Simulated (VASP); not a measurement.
# A VASP study of BN (Qingsongite) (SCAN): structure first, properties next, part 5 of 6

Aim: relax BN (Qingsongite) with SCAN, compute its properties on that cell and hold them against experiment. The start is a cell from a database of measured crystal structures.

VASP 6.6.1, plane waves and PAW; the level of theory is named at each step.

So far. Step 13 (Volume scan with SCAN, volume scale 1.06): The pressure falls from -14.29 to -20.57 GPa. The parabola predicted -20.45 GPa, +0.12 GPa off. Step 15 (Fit for SCAN): The fitted volume lies +0.13 % from the relaxed one. At a finite cutoff and mesh the minimum of the energy and the zero of the stress don't quite coincide, and the relaxation stops at a threshold. The relaxed cell has a = 3.606 Å (conventional setting).

## (16) Optical spectrum (SCAN)

This step: SCAN; plane waves and PAW (B, N) (VASP 6.6.1).

LOPTICS sums transitions from filled to empty bands. The mesh is finer than in the run before. NBANDS is raised for it.

The input, INCAR:

```
SYSTEM = BN
PREC = Accurate
ENCUT = 520
EDIFF = 1E-06
NELM = 100
ISMEAR = 0
SIGMA = 0.05
LREAL = .FALSE.
ALGO = Normal
METAGGA = SCAN
LASPH = .TRUE.
NBANDS = 20
LORBIT = 11
LWAVE = .FALSE.
LCHARG = .FALSE.
KPAR = 2
LOPTICS = .TRUE.
NEDOS = 1500
CSHIFT = 0.1
```

The input, POSCAR:

```
BN
1.0
    0.0000000000      1.8031657440      1.8031657440
    1.8031657440      0.0000000000      1.8031657440
    1.8031657440      1.8031657440      0.0000000000
B N
1 1
Direct
    0.0000000000      0.0000000000      0.0000000000
    0.2500000000      0.2500000000      0.2500000000
```

The input, KPOINTS:

```
Automatic mesh
0
Gamma
16 16 16
0 0 0
```

The projector-augmented-wave data sets are B and N (PBE family, release 64).

Launch:

```
$ mpirun -np 2 vasp_std
```

Log:

```text
[... set-up lines as in an earlier step ...]
 entering main loop
       N       E                     dE             d eps       ncg     rms          rms(c)
DAV:   1     0.166120798430E+02    0.16612E+02   -0.44213E+03  5896   0.407E+02
DAV:   2    -0.223748338545E+02   -0.38987E+02   -0.37680E+02  7012   0.130E+02
DAV:   3    -0.230076694515E+02   -0.63284E+00   -0.63097E+00  7008   0.138E+01
DAV:   4    -0.230081424200E+02   -0.47297E-03   -0.47296E-03  6528   0.400E-01
DAV:   5    -0.230081426092E+02   -0.18919E-06   -0.18908E-06  6880   0.843E-03    0.663E+00
DAV:   6    -0.194612081384E+02    0.35469E+01   -0.17122E+00  6016   0.477E+00    0.360E+00
DAV:   7    -0.195254736788E+02   -0.64266E-01   -0.21091E-01  6188   0.238E+00    0.192E+00
DAV:   8    -0.195432510549E+02   -0.17777E-01   -0.55122E-02  6488   0.108E+00    0.209E-01
DAV:   9    -0.195429269193E+02    0.32414E-03   -0.40529E-03  6680   0.279E-01    0.125E-01
DAV:  10    -0.195430261871E+02   -0.99268E-04   -0.41376E-04  6464   0.107E-01    0.223E-02
DAV:  11    -0.195430164916E+02    0.96955E-05   -0.22572E-05  7048   0.225E-02    0.100E-02
DAV:  12    -0.195430197165E+02   -0.32249E-05   -0.67873E-07  5340   0.456E-03    0.941E-04
DAV:  13    -0.195430194290E+02    0.28753E-06   -0.11267E-07  3532   0.149E-03
   1 F= -.19543019E+02 E0= -.19543019E+02  d E =-.175606E-15
 optical routines
 imaginary and real dielectric function
 direction            1
 direction            2
 direction            3
```

It took 32 s on 2 MPI ranks of Intel Xeon 6975P-C (Granite Rapids), shared host; peak memory 0.31 GiB; 62 s of CPU time.

Parts of OUTCAR (step 16):

```text
   k-points           NKPTS =    145   k-points in BZ     NKDIM =    145   number of bands    NBANDS=     20

   NELECT =       8.0000    total number of electrons

 E-fermi :   7.5446

 k-point     1 :       0.0000    0.0000    0.0000
  band No.  band energies     occupation
      1     -14.1147      2.00000
      2       7.2922      2.00000
      3       7.2922      2.00000
      4       7.2922      2.00000
      5      16.8151      0.00000
      6      16.8151      0.00000
      7      16.8151      0.00000
      8      18.4436      0.00000
      9      33.5413      0.00000
    ...

  Total        0.0102559      0.0102559      0.0102559     -0.0000000     -0.0000000     -0.0000000
  in kB        1.4013460      1.4013460      1.4013460     -0.0000000     -0.0000000     -0.0000000
  external PRESSURE =       1.4013460 kB  Pullay stress =       0.0000000 kB

  FREE ENERGIE OF THE ION-ELECTRON SYSTEM (eV)
  ---------------------------------------------------
  free  energy   TOTEN  =       -19.5430194290 eV

  energy  without entropy=      -19.5430194290  energy(sigma->0) =      -19.54301943

 plasma frequency squared (from intraband transitions) (eV^2)
  --------------------------------------------------------------------------------------
       0.000       0.000      -0.000
       0.000       0.000      -0.000
       0.000      -0.000       0.000

[... 11 parts as in an earlier step ...]

[... 6 further parts left out ...]
```

These are independent-particle spectra without excitons or local fields, and fine structure depends on the mesh and on CSHIFT.

Numbers from this step:

```
electronic steps               : 13
bands                          : 20
irreducible k points           : 145
free energy (TOTEN)            : -19.54 eV
Fermi energy                   : 7.545 eV
pressure                       : 0.1401 GPa
conduction bottom at k         : 0.5, 0.5, 0
gap on the k-mesh              : 4.970 eV
least direct gap on the k-mesh : 9.523 eV
```

The imaginary dielectric function, xx has structure finer than the step of the table below, so its rows give means over 1 eV, whole bins alone (the curve runs from 0 to 25.0 eV). Peaks (eV: height): 12.7: 16.3, 15.6: 8.16.

Imaginary dielectric function, xx against photon energy; means over each step:

```tsv
photon energy (eV)	imaginary dielectric function, xx
1	0.00387
2	0.00808
3	0.0130
4	0.0192
5	0.0276
6	0.0402
7	0.0615
8	0.106
9	0.303
10	3.18
11	7.44
12	10.5
13	13.9
14	7.88
15	5.95
16	5.26
17	3.70
18	3.00
19	1.85
20	1.39
21	1.26
22	0.987
23	1.11
24	1.08
```

Table of real dielectric function, xx by photon energy:

photon energy (eV), real dielectric function, xx and a bar from the least value:
```
      0.0        4.4 #################
      0.5        4.4 #################
      1.0        4.4 #################
      1.5        4.5 #################
      2.0        4.5 #################
      2.5        4.5 #################
      3.0        4.6 #################
      3.5        4.7 ##################
      4.0        4.8 ##################
      4.5        4.9 ##################
      5.0        5.0 ##################
      5.5        5.1 ###################
      6.0        5.3 ###################
      6.5        5.5 ###################
      7.0        5.8 ####################
      7.5        6.1 #####################
      8.0        6.6 ######################
      8.5        7.2 #######################
      9.0        8.1 #########################
      9.5        9.9 ############################
     10.0       10.8 ##############################
     10.5       10.2 #############################
     11.0        9.2 ###########################
     11.5        8.7 ##########################
     12.0        9.6 ############################
     12.5        7.1 #######################
     13.0        0.2 #########
     13.5       -2.7 ###
     14.0       -3.2 ##
     14.5       -2.7 ###
     15.0        0.6 #########
     15.5       -1.3 ######
     16.0       -4.1 
     16.5       -2.1 ####
     17.0       -2.1 ####
     17.5       -1.9 ####
     18.0       -2.0 ####
     18.5       -2.6 ###
     19.0       -2.1 ####
     19.5       -1.8 #####
     20.0       -1.2 ######
     20.5       -1.1 ######
     21.0       -1.2 ######
     21.5       -1.1 ######
     22.0       -0.5 #######
     22.5       -0.6 #######
     23.0       -0.4 #######
     23.5       -0.5 #######
     24.0       -0.5 #######
     24.5       -0.6 #######
```

The mean of ε2 over directions passes 5 % of its top at 9.56 eV, against a least direct gap of 9.52 eV on this mesh, so absorption sets in close to the direct gap. The indirect gap (4.97 eV in the band run) doesn't show, since phonons are left out.

## (17) Starting orbitals for the hybrid

A hybrid converges badly from random orbitals, so a cheap semilocal run writes a WAVECAR on the same mesh first.

The input, INCAR:

```
SYSTEM = BN
PREC = Accurate
ENCUT = 520
EDIFF = 1E-05
NELM = 100
ISMEAR = 0
SIGMA = 0.05
LREAL = .FALSE.
ALGO = Normal
METAGGA = SCAN
LASPH = .TRUE.
NBANDS = 10
LORBIT = 11
LWAVE = .TRUE.
LCHARG = .FALSE.
KPAR = 2
```

POSCAR is that of step 16.

The input, KPOINTS:

```
Automatic mesh
0
Gamma
7 7 7
0 0 0
```

Launch:

```
$ mpirun -np 2 vasp_std
```

Log:

```text
[... set-up lines as in an earlier step ...]
 entering main loop
       N       E                     dE             d eps       ncg     rms          rms(c)
DAV:   1     0.684815888112E+01    0.68482E+01   -0.55749E+03   408   0.836E+02
DAV:   2    -0.224958931227E+02   -0.29344E+02   -0.28666E+02   498   0.176E+02
DAV:   3    -0.230069887127E+02   -0.51110E+00   -0.51002E+00   468   0.210E+01
DAV:   4    -0.230076164425E+02   -0.62773E-03   -0.62771E-03   446   0.801E-01
DAV:   5    -0.230076170840E+02   -0.64152E-06   -0.64149E-06   446   0.264E-02    0.663E+00
DAV:   6    -0.194600315746E+02    0.35476E+01   -0.21220E+00   400   0.955E+00    0.361E+00
DAV:   7    -0.195240733523E+02   -0.64042E-01   -0.32855E-01   406   0.486E+00    0.195E+00
DAV:   8    -0.195426109149E+02   -0.18538E-01   -0.67284E-02   426   0.200E+00    0.211E-01
DAV:   9    -0.195419604515E+02    0.65046E-03   -0.73085E-03   458   0.634E-01    0.111E-01
DAV:  10    -0.195420598390E+02   -0.99387E-04   -0.45040E-04   454   0.205E-01    0.388E-02
DAV:  11    -0.195420427746E+02    0.17064E-04   -0.72201E-05   424   0.627E-02    0.851E-03
DAV:  12    -0.195420426426E+02    0.13205E-06   -0.16167E-06   220   0.142E-02
   1 F= -.19542043E+02 E0= -.19542043E+02  d E =-.414397E-26
 writing wavefunctions
```

It took 4.6 s on 2 MPI ranks; peak memory 0.22 GiB; 7.7 s of CPU time.

Parts of OUTCAR (step 17):

```text
   k-points           NKPTS =     20   k-points in BZ     NKDIM =     20   number of bands    NBANDS=     10

   NELECT =       8.0000    total number of electrons

 E-fermi :   7.6551

 k-point     1 :       0.0000    0.0000    0.0000
  band No.  band energies     occupation
      1     -14.1142      2.00000
      2       7.2930      2.00000
      3       7.2930      2.00000
      4       7.2930      2.00000
      5      16.8150      0.00000
      6      16.8150      0.00000
      7      16.8150      0.00000
      8      18.4440      0.00000
      9      33.5411      0.00000
    ...

  Total        0.0106119      0.0106119      0.0106119     -0.0000000     -0.0000000      0.0000000
  in kB        1.4499900      1.4499900      1.4499900     -0.0000000     -0.0000000      0.0000000
  external PRESSURE =       1.4499900 kB  Pullay stress =       0.0000000 kB

  FREE ENERGIE OF THE ION-ELECTRON SYSTEM (eV)
  ---------------------------------------------------
  free  energy   TOTEN  =       -19.5420426426 eV

  energy  without entropy=      -19.5420426426  energy(sigma->0) =      -19.54204264

[... 7 parts as in an earlier step ...]

[... 10 further parts left out ...]
```

A gap read on the k-mesh alone can miss the band edges.

This step gave:

```yaml
electronic_steps: 12
bands: 10
irreducible_k_points: 20
fermi_energy: 7.655 eV
pressure: 0.1450 GPa
conduction_bottom_at_k: 0.4286, 0.4286, 0
gap_on_the_k_mesh: 5.233 eV
least_direct_gap_on_the_k_mesh: 9.522 eV
```

## (18) Band structure (HSE06)

This step: HSE06; plane waves and PAW (B, N) (VASP 6.6.1).

HSE06 mixes in a quarter of exact exchange at short range, at far higher cost; in semiconductors this cures much of the gap error, while metals seldom gain.

The input, INCAR:

```
SYSTEM = BN
PREC = Accurate
ENCUT = 520
EDIFF = 1E-06
NELM = 100
ISMEAR = 0
SIGMA = 0.05
LREAL = .FALSE.
ALGO = Normal
LHFCALC = .TRUE.
AEXX = 0.25
GGA = PE
HFSCREEN = 0.2
LASPH = .TRUE.
NBANDS = 10
PRECFOCK = Fast
LORBIT = 11
LWAVE = .FALSE.
LCHARG = .FALSE.
KPAR = 2
```

POSCAR is that of step 17.

KPOINTS is that of step 17.

The input, KPOINTS_OPT:

```
Line mode
6
Line-mode
Reciprocal
  0.00000000   0.00000000   0.00000000 GAMMA
  0.50000000   0.00000000   0.50000000 X

  0.50000000   0.00000000   0.50000000 X
  0.50000000   0.25000000   0.75000000 W

  0.50000000   0.25000000   0.75000000 W
  0.37500000   0.37500000   0.75000000 K

  0.37500000   0.37500000   0.75000000 K
  0.00000000   0.00000000   0.00000000 GAMMA

  0.00000000   0.00000000   0.00000000 GAMMA
  0.50000000   0.50000000   0.50000000 L

  0.50000000   0.50000000   0.50000000 L
  0.62500000   0.25000000   0.62500000 U

  0.62500000   0.25000000   0.62500000 U
  0.50000000   0.25000000   0.75000000 W

  0.50000000   0.25000000   0.75000000 W
  0.50000000   0.50000000   0.50000000 L

  0.50000000   0.50000000   0.50000000 L
  0.37500000   0.37500000   0.75000000 K

  0.62500000   0.25000000   0.62500000 U
  0.50000000   0.00000000   0.50000000 X
```

The WAVECAR or CHGCAR of an earlier step is read.

Launch:

```
$ mpirun -np 2 vasp_std
```

Log:

```text
[banner, memory and clock lines left out]
running    2 mpi-ranks, on    1 nodes
 distrk:  each k-point on    1 cores,    2 groups
 distr:  one band on    1 cores,    1 groups

 POSCAR found type information on POSCAR B N
 POSCAR found :  2 types and       2 ions
 LDA part: xc-table for (Slater+PW92), standard interpolation
 found WAVECAR, reading the header
 POSCAR, INCAR and KPOINTS ok, starting setup
 FFT: planning ... GRIDC
 FFT: planning ... GRID_SOFT
 FFT: planning ... GRID
 reading WAVECAR
 the WAVECAR file was read successfully
 initial charge from wavefunction
 entering main loop
       N       E                     dE             d eps       ncg     rms          rms(c)
DAV:   1    -0.203645942778E+02   -0.20365E+02   -0.15636E-01   402   0.411E+00    0.340E-01
DAV:   2    -0.203627260108E+02    0.18683E-02   -0.48612E-03   440   0.652E-01    0.147E-01
DAV:   3    -0.203625020751E+02    0.22394E-03   -0.27264E-03   458   0.341E-01    0.408E-02
DAV:   4    -0.203625672626E+02   -0.65188E-04   -0.15279E-04   436   0.994E-02    0.330E-02
DAV:   5    -0.203625529581E+02    0.14305E-04   -0.18286E-05   436   0.305E-02    0.177E-02
DAV:   6    -0.203625512871E+02    0.16710E-05   -0.10597E-05   472   0.204E-02    0.973E-03
DAV:   7    -0.203625510405E+02    0.24655E-06   -0.76716E-07   224   0.679E-03
   1 F= -.20362551E+02 E0= -.20362551E+02  d E =-.148444E-15
 Start KPOINTS_OPT (optional k-point list driver)
k-point batch [1-20\60]
       N       E                     dE             ncg
DAV:   1     0.210429190162E+03   -0.72340E+04      440
DAV:   2    -0.349654020225E+03   -0.56008E+03      468
DAV:   3    -0.364423646115E+03   -0.14770E+02      476
DAV:   4    -0.364521850445E+03   -0.98204E-01      462
DAV:   5    -0.364522190453E+03   -0.34001E-03      462
DAV:   6    -0.364522190964E+03   -0.51117E-06      434
[...]
k-point batch [41-60\60]
       N       E                     dE             ncg
DAV:   1     0.130370873270E+03   -0.82258E+04      432
DAV:   2    -0.394584007575E+03   -0.52495E+03      448
DAV:   3    -0.408164190431E+03   -0.13580E+02      466
DAV:   4    -0.408257732283E+03   -0.93542E-01      464
DAV:   5    -0.408257898507E+03   -0.16622E-03      470
DAV:   6    -0.408257898760E+03   -0.25238E-06      464
```

The job ended after 74 s (2 MPI ranks; peak memory 0.44 GiB; 2.4 min of CPU time).

Parts of OUTCAR (step 18):

```text
   k-points           NKPTS =     20   k-points in BZ     NKDIM =    343   number of bands    NBANDS=     10

   NELECT =       8.0000    total number of electrons

  exchange ACFDT corr.  =         0.00000000  see jH, gK, PRB 81, 115126

 E-fermi :   6.8858

 k-point     1 :       0.0000    0.0000    0.0000
  band No.  band energies     occupation
      1     -15.5752      2.00000
      2       6.6206      2.00000
      3       6.6206      2.00000
      4       6.6206      2.00000
      5      17.2335      0.00000
      6      17.2335      0.00000
      7      17.2335      0.00000
      8      18.8979      0.00000
      9      33.5167      0.00000
    ...

 POSITION                                       TOTAL-FORCE (eV/Angst)
 -----------------------------------------------------------------------------------
      0.00000      0.00000      0.00000        -0.000000     -0.000000     -0.000000
      0.90158      0.90158      0.90158         0.000000      0.000000      0.000000
 -----------------------------------------------------------------------------------
    total drift:                                0.000002      0.000002      0.000001

  FREE ENERGIE OF THE ION-ELECTRON SYSTEM (eV)
  ---------------------------------------------------
  free  energy   TOTEN  =       -20.3625510405 eV

  energy  without entropy=      -20.3625510405  energy(sigma->0) =      -20.36255104

[... 7 parts as in an earlier step ...]

[... 9 further parts left out ...]
```

Numbers from this step:

```
electronic steps                  : 7
free energy (TOTEN)               : -20.36 eV
Fermi energy                      : 6.886 eV
least gap on mesh and path        : 5.806 eV
least direct gap on mesh and path : 10.61 eV
conduction bottom at k            : 0.5, 0, 0.5
```

The electronic bands at the labelled points (eV, zero at the valence-band top; v1 is the highest filled band, c1 the lowest empty one):

```tsv
point	v3	v2	v1	c1	c2	c3	c4
Γ	0.00	0.00	0.00	10.61	10.61	10.61	12.28
0.60 of the way	-5.76	-3.99	-3.99	7.64	12.49	17.06	17.06
X	-9.82	-5.35	-5.35	5.81	10.80	20.60	20.60
0.60 of the way	-9.17	-6.55	-6.51	8.79	13.31	17.95	19.59
W	-8.38	-7.60	-7.04	11.29	15.48	16.35	16.99
0.40 of the way	-8.68	-7.98	-5.92	10.22	15.13	16.58	18.41
K	-8.96	-8.33	-4.45	8.41	14.80	18.26	19.19
0.40 of the way	-7.59	-5.41	-1.83	12.00	13.58	14.13	16.33
Γ	0.00	0.00	0.00	10.61	10.61	10.61	12.28
0.40 of the way	-4.35	-0.89	-0.89	11.27	11.89	11.89	14.95
L	-11.71	-2.12	-2.12	11.97	12.58	12.58	17.47
0.40 of the way	-11.17	-4.02	-2.81	11.06	13.90	14.11	17.99
U	-8.96	-8.33	-4.45	8.41	14.80	18.26	19.19
0.60 of the way	-8.68	-7.98	-5.92	10.22	15.13	16.58	18.41
W	-8.38	-7.60	-7.04	11.29	15.48	16.35	16.99
0.40 of the way	-10.15	-6.13	-4.41	11.18	13.46	17.30	18.59
L	-11.71	-2.12	-2.12	11.97	12.58	12.58	17.47
0.60 of the way	-10.53	-5.76	-3.43	10.03	15.54	15.64	17.84
K	-8.96	-8.33	-4.45	8.41	14.80	18.26	19.19
jump to U	-8.96	-8.33	-4.45	8.41	14.80	18.26	19.19
0.40 of the way	-9.49	-6.89	-5.02	7.14	12.29	19.66	20.00
X	-9.82	-5.35	-5.35	5.81	10.80	20.60	20.60
```

Of the projections kept (B, N), the largest for each band there; the rest of the weight can lie on other orbitals:

```tsv
point	v3	v2	v1	c1	c2	c3	c4
Γ	N 0.85	N 0.85	N 0.85	B 0.93	B 0.93	B 0.93	N 0.75
X	N 0.54	N 0.62	N 0.62	B 0.57	B 0.92	B 0.55	B 0.55
W	B 0.51	N 0.65	N 0.54	N 0.88	B 0.74	B 1.00	B 0.51
K	N 0.51	N 0.58	N 0.64	B 0.57	B 0.59	B 0.60	B 0.62
Γ	N 0.85	N 0.85	N 0.85	B 0.93	B 0.93	B 0.93	N 0.75
L	B 0.50	N 0.71	N 0.71	B 0.60	B 0.79	B 0.79	N 0.81
```

The electronic bands as a text plot (rows in eV, shown from -8.0 to 11.8 only):

```
   11.4 | ++   ++ +   +         +  +++++    +    ++++++   +    +
   10.6 |+       +   + +  ++    +++++                           +
    9.7 | ++                                 +  +          +
    8.9 |   +       +   +                     +             +
    8.1 |                +                     +             ++
    7.3 |    ++    +
    6.4 |      ++ +                                            +
    5.6 |        +                                              +
    4.8 |
    4.0 |
    3.1 |
    2.3 |
    1.5 |
    0.7 |
   -0.2 |*                      *****
   -1.0 | **                  ***  ***
   -1.8 |                   **  *     *****             *
   -2.6 |   *                              **          * **
   -3.5 |   *             **  **             *       **    *
   -4.3 |    **         **           *      * **    ***   * **
   -5.1 |      ****         ****                *             ***
   -5.9 |    **   **   *                     *     **      *   **
   -6.8 |           ***                          **
   -7.6 |            ***  ****        **      *  ***        * *
         Γ       X    W  K        Γ      L     U  W     L   K|U X
```

The gap moves by +0.84 eV against SCAN, which ran on another mesh.

The path shows an indirect gap of 5.81 eV (valence top at Γ, conduction bottom at X). The least direct gap is 10.61 eV.

(Continued in part 6 of 6.)

[Lines on the potential files, build, host, timing and source positions are cut from VASP's logs without a mark.]

[Logs are printed without paths, hosts, clocks, repeated set-up lines and the standing remarks that a program may print on its own settings, such as how far it seeks lower states.]

[Hosts, paths, dates, database ids (printed as entryN), source tags and the programs' standing remarks are cut or masked in the printed files.]

[A measured line is paired with the nearest computed mode of its activity, which favours agreement.]
